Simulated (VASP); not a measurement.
Given:

```
RhN
1.0
    2.99298     0.00000     0.00000
   -1.49649     2.59199     0.00000
    0.00000     0.00000     5.07179
Rh N
2 2
Direct
  0.00000   0.00000   0.00000
  0.00000   0.00000   0.50000
  0.33333   0.66667   0.25000
  0.66667   0.33333   0.75000
```

Method: PBEsol GGA, VASP's PBE PAW potentials (set 64) (plane waves; VASP). Settings: 520 eV cut-off, Gaussian smearing of 0.050 eV, potentials Rh_pv N.

Give the energies of bands 10 to 23 at the high-symmetry points, in eV from the Fermi level.

```json
[
 {"band": "10", "Γ": "-6.70", "M": "-7.19", "K": "-7.48", "A": "-6.47", "L": "-7.58", "H": "-7.39"},
 {"band": "11", "Γ": "-6.70", "M": "-6.96", "K": "-7.48", "A": "-5.50", "L": "-5.76", "H": "-6.17"},
 {"band": "12", "Γ": "-5.86", "M": "-5.52", "K": "-6.03", "A": "-5.50", "L": "-5.76", "H": "-6.17"},
 {"band": "13", "Γ": "-3.33", "M": "-5.19", "K": "-6.03", "A": "-5.50", "L": "-5.66", "H": "-5.73"},
 {"band": "14", "Γ": "-3.33", "M": "-4.30", "K": "-3.73", "A": "-5.50", "L": "-5.66", "H": "-5.73"},
 {"band": "15", "Γ": "-2.92", "M": "-3.13", "K": "-2.55", "A": "-2.48", "L": "-3.36", "H": "-2.56"},
 {"band": "16", "Γ": "-2.92", "M": "-2.52", "K": "-1.73", "A": "-2.48", "L": "-3.36", "H": "-2.56"},
 {"band": "17", "Γ": "-2.19", "M": "-1.33", "K": "-1.73", "A": "-2.48", "L": "-0.92", "H": "-1.56"},
 {"band": "18", "Γ": "-1.94", "M": "-1.17", "K": "-1.61", "A": "-2.48", "L": "-0.92", "H": "-1.56"},
 {"band": "19", "Γ": "-1.94", "M": "-0.66", "K": "-1.61", "A": "-1.80", "L": "-0.48", "H": "-0.12"},
 {"band": "20", "Γ": "-0.90", "M": "-0.63", "K": "0.04", "A": "-1.80", "L": "-0.48", "H": "-0.12"},
 {"band": "21", "Γ": "-0.90", "M": "0.33", "K": "2.01", "A": "1.81", "L": "1.70", "H": "0.09"},
 {"band": "22", "Γ": "1.44", "M": "1.08", "K": "2.01", "A": "1.81", "L": "1.70", "H": "0.09"},
 {"band": "23", "Γ": "3.76", "M": "3.79", "K": "2.06", "A": "1.81", "L": "2.66", "H": "3.87"}
]
```

It has no gap at this level: it comes out as a metal or semimetal.

The structure was generated: RhN was put into the NiAs type type (P6_3/mmc), which need not be its known phase. It was relaxed first, which changed the volume by -16 %.
